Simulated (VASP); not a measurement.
**LaIn3: convergence with the precision settings and plane-wave cutoff**

A convergence test on LaIn3: the precision settings and plane-wave cutoff. The series runs use LDA. The precision settings tried: PREC = Low; PREC = Medium; PREC = Normal; PREC = Single; PREC = Accurate; LREAL = Auto; ADDGRID = .TRUE.; LASPH = .FALSE.. The plane-wave cutoff tried: ENCUT = 140; ENCUT = 180; ENCUT = 220; ENCUT = 240; ENCUT = 280; ENCUT = 310; ENCUT = 380; ENCUT = 480. The start is a computed cell from the Materials Project.

Method: LDA; plane waves and PAW (La, In_d), in VASP 6.6.1.

### 1. The starting structure

It takes space group Pm-3m (No. 221, cubic). The conventional cell has a = 4.774 Å, b = 4.774 Å, c = 4.774 Å, α = 90.00°, β = 90.00°, γ = 90.00°. La has 12 In at 3.38 Å nearest. In has 8 In at 3.38 Å and 4 La at 3.38 Å nearest. Farther neighbours are not listed.

Coordinates:

```
La In
1.0
     4.77405    0.00000    0.00000
     0.00000    4.77405    0.00000
     0.00000    0.00000    4.77405
La In
1 3
Cartesian
  0.0000 0.0000 0.0000
  2.3870 0.0000 2.3870
  0.0000 2.3870 2.3870
  2.3870 2.3870 0.0000
```

### 2. Precision settings: PREC = Low

PREC sets the FFT grids, and LREAL, ADDGRID and LASPH trade speed for accuracy. LDA, the lowest rung, knows the local density alone.

Contents of INCAR:

```
SYSTEM = LaIn3
PREC = Low
ENCUT = 400
EDIFF = 1E-06
NELM = 100
ISMEAR = -1
SIGMA = 0.05
LREAL = .FALSE.
ALGO = Normal
GGA = CA
NBANDS = 31
LASPH = .TRUE.
LORBIT = 11
LWAVE = .FALSE.
LCHARG = .FALSE.
KPAR = 4
ISIF = 2
```

Contents of POSCAR:

```
LaIn3
1.0
    4.7740503900      0.0000000000      0.0000000000
    0.0000000000      4.7740503900      0.0000000000
    0.0000000000      0.0000000000      4.7740503900
La In
1 3
Direct
    0.0000000000      0.0000000000      0.0000000000
    0.5000000000      0.0000000000      0.5000000000
    0.0000000000      0.5000000000      0.5000000000
    0.5000000000      0.5000000000      0.0000000000
```

Contents of KPOINTS:

```
Automatic mesh
0
Gamma
5 5 5
0 0 0
```

The projector-augmented-wave data sets are La and In_d (PBE family, release 64).

Started as:

```
mpirun -np 4 vasp_std
```

What it wrote:

```text
[banner, memory and clock lines left out]
running    4 mpi-ranks, on    1 nodes
 distrk:  each k-point on    1 cores,    4 groups
 distr:  one band on    1 cores,    1 groups

 POSCAR found type information on POSCAR LaIn
 POSCAR found :  2 types and       4 ions
|                                                                             |
|               ----> ADVICE to this user running VASP <----                  |
|                                                                             |
|     You enforced a specific xc type in the INCAR file but a different       |
|     [... a line on the potential file left out ...]
|     I HOPE YOU KNOW WHAT YOU ARE DOING!                                     |
|                                                                             |

 LDA part: xc-table for (Slater(with rela. corr.)+CA(PZ))
 , standard interpolation
 POSCAR, INCAR and KPOINTS ok, starting setup
 FFT: planning ... GRIDC
 FFT: planning ... GRID_SOFT
 FFT: planning ... GRID
 WAVECAR not read
 entering main loop
       N       E                     dE             d eps       ncg     rms          rms(c)
DAV:   1     0.468016687595E+03    0.46802E+03   -0.18528E+04   620   0.200E+03
DAV:   2     0.638350126485E+02   -0.40418E+03   -0.39361E+03   620   0.419E+02
DAV:   3    -0.106733235618E+02   -0.74508E+02   -0.73440E+02   753   0.208E+02
DAV:   4    -0.177932749227E+02   -0.71200E+01   -0.67535E+01  1057   0.580E+01
DAV:   5    -0.181077894407E+02   -0.31451E+00   -0.31358E+00  1100   0.108E+01    0.647E+00
DAV:   6    -0.175095485558E+02    0.59824E+00   -0.26739E+00   929   0.159E+01    0.244E+00
DAV:   7    -0.174641070204E+02    0.45442E-01   -0.22230E-01   961   0.455E+00    0.101E+00
DAV:   8    -0.174532237837E+02    0.10883E-01   -0.32567E-02  1075   0.146E+00    0.428E-01
DAV:   9    -0.174525406735E+02    0.68311E-03   -0.23650E-03   953   0.366E-01    0.198E-01
DAV:  10    -0.174524317831E+02    0.10889E-03   -0.45536E-04  1147   0.164E-01    0.353E-02
DAV:  11    -0.174524278240E+02    0.39591E-05   -0.76483E-05  1057   0.702E-02    0.110E-02
DAV:  12    -0.174524276634E+02    0.16056E-06   -0.57673E-06   762   0.260E-02
   1 F= -.17452428E+02 E0= -.17434221E+02  d E =-.364125E-01
```

Run time: 8.4 s. Hardware: 4 MPI ranks of AMD EPYC 7R43, shared host; peak memory 0.39 GiB.

The logs omit lines about the potential files and the build; timing stands in the text.

From OUTCAR (step 2):

```text
ion  position               nearest neighbor table
   1  0.000  0.000  0.000-   2 3.38   3 3.38   4 3.38   2 3.38   3 3.38   3 3.38   4 3.38   3 3.38
                             2 3.38   4 3.38   2 3.38   4 3.38
   2  0.500  0.000  0.500-   1 3.38   3 3.38   4 3.38   1 3.38   4 3.38   3 3.38   4 3.38   4 3.38
                             1 3.38   3 3.38   1 3.38   3 3.38
   3  0.000  0.500  0.500-   1 3.38   2 3.38   4 3.38   1 3.38   4 3.38   1 3.38   2 3.38   1 3.38
                             2 3.38   4 3.38   4 3.38   2 3.38
   4  0.500  0.500  0.000-   1 3.38   2 3.38   3 3.38   2 3.38   3 3.38   1 3.38   2 3.38   2 3.38
                             1 3.38   3 3.38   3 3.38   1 3.38

  LATTYP: Found a simple cubic cell.
 ALAT       =     4.7740503900

 Subroutine GETGRP returns: Found 48 space group operations
 (whereof 48 operations were pure point group operations)

The static configuration has the point symmetry O_h .

 Found     10 irreducible k-points:

   k-points           NKPTS =     10   k-points in BZ     NKDIM =     10   number of bands    NBANDS=     31

   dimension x,y,z NGX =    24 NGY =   24 NGZ =   24
   dimension x,y,z NGXF=    28 NGYF=   28 NGZF=   28

   ENCUT  =  400.0 eV  29.40 Ry    5.42 a.u.   7.79  7.79  7.79*2*pi/ulx,y,z

   NELECT =      50.0000    total number of electrons

 k-points in reciprocal lattice and weights: Automatic mesh
   0.00000000  0.00000000  0.00000000       0.008
   0.20000000  0.00000000  0.00000000       0.048
   0.40000000  0.00000000  0.00000000       0.048
   0.20000000  0.20000000  0.00000000       0.096
   0.40000000  0.20000000  0.00000000       0.192
   0.40000000  0.40000000  0.00000000       0.096
   0.20000000  0.20000000  0.20000000       0.064
   0.40000000  0.20000000  0.20000000       0.192
   0.40000000  0.40000000  0.20000000       0.192
   0.40000000  0.40000000  0.40000000       0.064

 average (electrostatic) potential at core
       1 -96.1525       2 -92.9275       3 -92.9275       4 -92.9275

 E-fermi :   7.5739

 k-point     1 :       0.0000    0.0000    0.0000
  band No.  band energies     occupation
    ...
     21       4.6917      2.00000
     22       4.6917      2.00000
     23       6.7368      2.00000
     24       6.7368      2.00000
     25       6.7368      2.00000
     26       9.2514      0.00000
     27       9.2514      0.00000
     28       9.2514      0.00000
     29       9.7874      0.00000
     30      10.0305      0.00000
    ...

 k-point     2 :       0.2000    0.0000    0.0000
  band No.  band energies     occupation
    ...
     21       3.6556      2.00000
     22       4.9102      2.00000
     23       6.6544      2.00000
     24       6.6544      2.00000
     25       7.4714      1.77183
     26       8.4791      0.00000
     27       8.9454      0.00000
     28       8.9454      0.00000
     29       9.7774      0.00000
     30       9.8685      0.00000
    ...

 k-point     3 :       0.4000    0.0000    0.0000
  band No.  band energies     occupation
    ...
     21       2.0519      2.00000
     22       5.5133      2.00000
     23       6.4464      2.00000
     24       6.4464      2.00000
     25       7.0780      1.99990
     26       8.8730      0.00000
     27       8.9058      0.00000
     28       8.9058      0.00000
     29       9.7651      0.00000
     30       9.8594      0.00000
    ...

  Total       -2.8157423     -2.8157423     -2.8157423     -0.0000000     -0.0000000      0.0000000
  in kB      -41.4612590    -41.4612590    -41.4612590     -0.0000000     -0.0000000      0.0000000
  external PRESSURE =     -41.4612590 kB  Pullay stress =       0.0000000 kB

  energy-cutoff  :      400.00
  volume of cell :      108.81
      direct lattice vectors                 reciprocal lattice vectors
     4.774050390  0.000000000  0.000000000     0.209465740  0.000000000  0.000000000
     0.000000000  4.774050390  0.000000000     0.000000000  0.209465740  0.000000000
     0.000000000  0.000000000  4.774050390     0.000000000  0.000000000  0.209465740

 POSITION                                       TOTAL-FORCE (eV/Angst)
 -----------------------------------------------------------------------------------
      0.00000      0.00000      0.00000         0.000000      0.000000      0.000000
      2.38703      0.00000      2.38703         0.000000      0.000000      0.000000
      0.00000      2.38703      2.38703         0.000000      0.000000      0.000000
      2.38703      2.38703      0.00000         0.000000      0.000000      0.000000
 -----------------------------------------------------------------------------------
    total drift:                                0.000000      0.000000     -0.000000

  FREE ENERGIE OF THE ION-ELECTRON SYSTEM (eV)
  ---------------------------------------------------
  free  energy   TOTEN  =       -17.4524276634 eV

  energy  without entropy=      -17.4160151794  energy(sigma->0) =      -17.43422142

 total charge
# of ion       s       p       d       f       tot
--------------------------------------------------
    1        2.037   5.597   0.834   0.100   8.568
    2        0.955   0.615   9.843   0.000  11.413
    3        0.955   0.615   9.843   0.000  11.413
    4        0.955   0.615   9.843   0.000  11.413
--------------------------------------------------
tot          4.901   7.442  30.363   0.100  42.805

[... 3 further parts left out ...]
```

The k-mesh is coarse for a metal. The PAW data sets were made with PBE, though LDA sets exist; this is a small mismatch.

This step gave:

```
SCF cycles              : 12
electrons               : 50
bands                   : 31
irreducible k-points    : 10
symmetry operations     : 48
free energy (TOTEN)     : -17.45 eV
energy at zero smearing : -17.43 eV
Fermi energy            : 7.574 eV
pressure                : -4.146 GPa
metallic                : yes
```

The series starts at -4.3586 eV an atom and -4.15 GPa, after 12 cycles in 8.4 s.

### 3. Precision settings: PREC = Medium

INCAR, as its differences from that of step 2:

```diff
@@ -1,3 +1,3 @@
 SYSTEM = LaIn3
-PREC = Low
+PREC = Medium
 ENCUT = 400
```

POSCAR is that of step 2.

KPOINTS is that of step 2.

Started as:

```
mpirun -np 4 vasp_std
```

What it wrote:

```text
[banner, memory and clock lines left out]
running    4 mpi-ranks, on    1 nodes
[...]
[... a notice as in an earlier step ...]

 LDA part: xc-table for (Slater(with rela. corr.)+CA(PZ))
 , standard interpolation
 POSCAR, INCAR and KPOINTS ok, starting setup
[...]
entering main loop
       N       E                     dE             d eps       ncg     rms          rms(c)
DAV:   1     0.468017589497E+03    0.46802E+03   -0.18528E+04   620   0.200E+03
DAV:   2     0.638382490204E+02   -0.40418E+03   -0.39361E+03   620   0.418E+02
DAV:   3    -0.106696746210E+02   -0.74508E+02   -0.73440E+02   753   0.208E+02
DAV:   4    -0.177896266768E+02   -0.71200E+01   -0.67534E+01  1057   0.580E+01
[...]
DAV:  10    -0.174483404374E+02    0.11008E-03   -0.46145E-04  1123   0.165E-01    0.337E-02
DAV:  11    -0.174483361436E+02    0.42938E-05   -0.78573E-05  1057   0.717E-02    0.113E-02
DAV:  12    -0.174483360136E+02    0.12996E-06   -0.56442E-06   762   0.258E-02
   1 F= -.17448336E+02 E0= -.17430130E+02  d E =-.364128E-01
```

Run time: 9.2 s. Hardware: 4 MPI ranks; peak memory 0.46 GiB; 34 s of CPU time.

OUTCAR, selected parts (step 3):

```text
  Total       -2.7637116     -2.7637116     -2.7637116      0.0000000      0.0000000     -0.0000000
  in kB      -40.6951178    -40.6951178    -40.6951178      0.0000000      0.0000000     -0.0000000
  external PRESSURE =     -40.6951178 kB  Pullay stress =       0.0000000 kB

 POSITION                                       TOTAL-FORCE (eV/Angst)
 -----------------------------------------------------------------------------------
      0.00000      0.00000      0.00000         0.000000      0.000000      0.000000
      2.38703      0.00000      2.38703         0.000000      0.000000      0.000000
      0.00000      2.38703      2.38703         0.000000      0.000000      0.000000
      2.38703      2.38703      0.00000         0.000000      0.000000      0.000000
 -----------------------------------------------------------------------------------
    total drift:                               -0.000000      0.000000      0.000000

  FREE ENERGIE OF THE ION-ELECTRON SYSTEM (eV)
  ---------------------------------------------------
  free  energy   TOTEN  =       -17.4483360136 eV

  energy  without entropy=      -17.4119232429  energy(sigma->0) =      -17.43012963

[... 2 parts as in an earlier step ...]

[... 1 further part left out ...]
[key lines of the parts left out:]
E-fermi :   7.5739
```

Against the first of the series the energy moves by +1.02 meV an atom and the pressure by +0.08 GPa, after 12 cycles in 9.2 s.

### 4. Precision settings: PREC = Normal

INCAR, as its differences from that of step 3:

```diff
@@ -1,3 +1,3 @@
 SYSTEM = LaIn3
-PREC = Medium
+PREC = Normal
 ENCUT = 400
```

POSCAR is that of step 3.

KPOINTS is that of step 3.

Started as:

```
mpirun -np 4 vasp_std
```

What it wrote:

```text
[... set-up lines as in an earlier step ...]
 entering main loop
       N       E                     dE             d eps       ncg     rms          rms(c)
DAV:   1     0.468016975504E+03    0.46802E+03   -0.18528E+04   620   0.200E+03
DAV:   2     0.638380241581E+02   -0.40418E+03   -0.39361E+03   620   0.418E+02
DAV:   3    -0.106698607290E+02   -0.74508E+02   -0.73440E+02   753   0.208E+02
DAV:   4    -0.177897741098E+02   -0.71199E+01   -0.67534E+01  1057   0.580E+01
[...]
DAV:  10    -0.174484811808E+02    0.11004E-03   -0.46138E-04  1123   0.165E-01    0.337E-02
DAV:  11    -0.174484768970E+02    0.42837E-05   -0.78544E-05  1057   0.717E-02    0.113E-02
DAV:  12    -0.174484767672E+02    0.12989E-06   -0.56433E-06   762   0.258E-02
   1 F= -.17448477E+02 E0= -.17430270E+02  d E =-.364127E-01
```

It took 9.4 s on 4 MPI ranks; peak memory 0.46 GiB.

OUTCAR, selected parts (step 4):

```text
  Total       -2.7425431     -2.7425431     -2.7425431      0.0000000      0.0000000     -0.0000000
  in kB      -40.3834159    -40.3834159    -40.3834159      0.0000000      0.0000000     -0.0000000
  external PRESSURE =     -40.3834159 kB  Pullay stress =       0.0000000 kB

 POSITION                                       TOTAL-FORCE (eV/Angst)
 -----------------------------------------------------------------------------------
      0.00000      0.00000      0.00000         0.000000      0.000000      0.000000
      2.38703      0.00000      2.38703         0.000000      0.000000      0.000000
      0.00000      2.38703      2.38703         0.000000      0.000000      0.000000
      2.38703      2.38703      0.00000         0.000000      0.000000      0.000000
 -----------------------------------------------------------------------------------
    total drift:                                0.000000     -0.000000     -0.000000

  FREE ENERGIE OF THE ION-ELECTRON SYSTEM (eV)
  ---------------------------------------------------
  free  energy   TOTEN  =       -17.4484767672 eV

  energy  without entropy=      -17.4120640503  energy(sigma->0) =      -17.43027041

[... 2 parts as in an earlier step ...]

[... 1 further part left out ...]
[key lines of the parts left out:]
E-fermi :   7.5739
```

Against the first of the series the energy moves by +0.99 meV an atom and the pressure by +0.11 GPa, after 12 cycles in 9.4 s.

### 5. Precision settings: PREC = Single

INCAR, as its differences from that of step 4:

```diff
@@ -1,3 +1,3 @@
 SYSTEM = LaIn3
-PREC = Normal
+PREC = Single
 ENCUT = 400
```

POSCAR is that of step 4.

KPOINTS is that of step 4.

Started as:

```
mpirun -np 4 vasp_std
```

What it wrote:

```text
[... set-up lines as in an earlier step ...]
 entering main loop
       N       E                     dE             d eps       ncg     rms          rms(c)
DAV:   1     0.468015461989E+03    0.46802E+03   -0.18528E+04   620   0.200E+03
DAV:   2     0.638348200295E+02   -0.40418E+03   -0.39361E+03   620   0.419E+02
DAV:   3    -0.106727939727E+02   -0.74508E+02   -0.73440E+02   753   0.208E+02
DAV:   4    -0.177927664309E+02   -0.71200E+01   -0.67534E+01  1057   0.580E+01
[...]
DAV:  10    -0.174517214840E+02    0.10923E-03   -0.45027E-04  1147   0.163E-01    0.340E-02
DAV:  11    -0.174517175094E+02    0.39746E-05   -0.76219E-05  1049   0.698E-02    0.110E-02
DAV:  12    -0.174517173560E+02    0.15331E-06   -0.57243E-06   770   0.258E-02
   1 F= -.17451717E+02 E0= -.17433512E+02  d E =-.364114E-01
```

Run time: 9.4 s. Hardware: 4 MPI ranks; peak memory 0.43 GiB.

From OUTCAR (step 5):

```text
  Total       -2.7903329     -2.7903329     -2.7903329     -0.0000000      0.0000000      0.0000000
  in kB      -41.0871104    -41.0871104    -41.0871104     -0.0000000      0.0000000      0.0000000
  external PRESSURE =     -41.0871104 kB  Pullay stress =       0.0000000 kB

 POSITION                                       TOTAL-FORCE (eV/Angst)
 -----------------------------------------------------------------------------------
      0.00000      0.00000      0.00000         0.000000      0.000000      0.000000
      2.38703      0.00000      2.38703         0.000000      0.000000      0.000000
      0.00000      2.38703      2.38703         0.000000      0.000000      0.000000
      2.38703      2.38703      0.00000         0.000000      0.000000      0.000000
 -----------------------------------------------------------------------------------
    total drift:                                0.000000      0.000000      0.000000

  FREE ENERGIE OF THE ION-ELECTRON SYSTEM (eV)
  ---------------------------------------------------
  free  energy   TOTEN  =       -17.4517173560 eV

  energy  without entropy=      -17.4153059973  energy(sigma->0) =      -17.43351168

[... 2 parts as in an earlier step ...]

[... 1 further part left out ...]
[key lines of the parts left out:]
E-fermi :   7.5739
```

Against the first of the series the energy moves by +0.18 meV an atom and the pressure by +0.04 GPa, after 12 cycles in 9.4 s.

### 6. Precision settings: PREC = Accurate

INCAR, as its differences from that of step 5:

```diff
@@ -1,3 +1,3 @@
 SYSTEM = LaIn3
-PREC = Single
+PREC = Accurate
 ENCUT = 400
```

POSCAR is that of step 5.

KPOINTS is that of step 5.

Started as:

```
mpirun -np 4 vasp_std
```

What it wrote:

```text
[... set-up lines as in an earlier step ...]
 entering main loop
       N       E                     dE             d eps       ncg     rms          rms(c)
DAV:   1     0.468017447827E+03    0.46802E+03   -0.18528E+04   620   0.200E+03
DAV:   2     0.638376731665E+02   -0.40418E+03   -0.39361E+03   620   0.418E+02
DAV:   3    -0.106699438653E+02   -0.74508E+02   -0.73440E+02   753   0.208E+02
DAV:   4    -0.177898495927E+02   -0.71199E+01   -0.67534E+01  1057   0.580E+01
[...]
DAV:  10    -0.174485638393E+02    0.11017E-03   -0.46144E-04  1123   0.165E-01    0.337E-02
DAV:  11    -0.174485595487E+02    0.42907E-05   -0.78570E-05  1057   0.717E-02    0.113E-02
DAV:  12    -0.174485594182E+02    0.13045E-06   -0.56450E-06   762   0.258E-02
   1 F= -.17448559E+02 E0= -.17430353E+02  d E =-.364124E-01
```

Wall time 14 s (4 MPI ranks); peak memory 0.55 GiB.

OUTCAR, selected parts (step 6):

```text
  Total       -2.7421891     -2.7421891     -2.7421891     -0.0000000     -0.0000000      0.0000000
  in kB      -40.3782035    -40.3782035    -40.3782035     -0.0000000     -0.0000000      0.0000000
  external PRESSURE =     -40.3782035 kB  Pullay stress =       0.0000000 kB

  FREE ENERGIE OF THE ION-ELECTRON SYSTEM (eV)
  ---------------------------------------------------
  free  energy   TOTEN  =       -17.4485594182 eV

  energy  without entropy=      -17.4121469926  energy(sigma->0) =      -17.43035321

[... 3 parts as in an earlier step ...]

[... 1 further part left out ...]
[key lines of the parts left out:]
E-fermi :   7.5739
```

Against the first of the series the energy moves by +0.97 meV an atom and the pressure by +0.11 GPa, after 12 cycles in 14 s.

(Part 1 of 3 ends here.)

[Lines on the potential files, build, host, timing and source positions are cut from VASP's logs without a mark.]

[Logs are printed without paths, hosts, clocks, repeated set-up lines and the standing remarks that a program may print on its own settings, such as how far it seeks lower states.]

[Hosts, paths, dates, database ids (printed as entryN), source tags and the programs' standing remarks are cut or masked in the printed files.]

[A measured line is paired with the nearest computed mode of its activity, which favours agreement.]
